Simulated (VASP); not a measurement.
Here is a VASP 6.6.1 calculation.

INCAR

```
PREC     = Accurate       # precision mode
ENCUT    = 520            # plane-wave cutoff, eV
EDIFF    = 1E-6           # SCF threshold, eV
ISMEAR   = -1             # smearing method
SIGMA    = 0.05           # smearing width, eV
LREAL    = F              # projectors in reciprocal space
LASPH    = T              # aspherical terms in the spheres
NELM     = 80             # most SCF steps
ALGO     = Normal         # electronic algorithm
ISIF     = 2              # what is computed and relaxed
LWAVE    = F              # write WAVECAR
LCHARG   = T              # write CHGCAR
METAGGA  = RTPSS          # meta-GGA
LMIXTAU  = T            
IVDW     = 12             # dispersion correction
VDW_S6   = 1.0          
VDW_S8   = 1.4023       
VDW_A1   = 0.4426       
VDW_A2   = 4.4723       
LELF     = T              # ELF
```

The input KPOINTS:

```
Automatic mesh
0
Gamma
  7 7 7
```

File POSCAR:

```
BiTe
1.0
    0.0000000000      3.1912784242      3.1912784242
    3.1912784242      0.0000000000      3.1912784242
    3.1912784242      3.1912784242      0.0000000000
Bi Te
1 1
Direct
    0.0000000000      0.0000000000      0.0000000000
    0.5000000000      0.5000000000      0.5000000000
```

Potentials or basis: VASP PAW PBE potentials, release 64 (Bi_d, Te).

Launch:

```bash
$ cat potpaw_PBE.64/Bi_d/POTCAR potpaw_PBE.64/Te/POTCAR > POTCAR
$ mpirun -np 1 vasp_std > vasp.out
```

Question: Estimate the dispersion energy per atom.

Answer: -0.596 eV.

Question: Predict the band gap on the k mesh.

Answer: None (metal or under the smearing width).

Question: Predict the pressure.

Answer: -1.6 GPa.

Caveat: the PAW data sets were made with another functional, which shifts forces and pressure a little; spin-orbit coupling is left out, which moves the levels of the heavy elements; pairwise dispersion overbinds metals, which lowers pressure and volume.
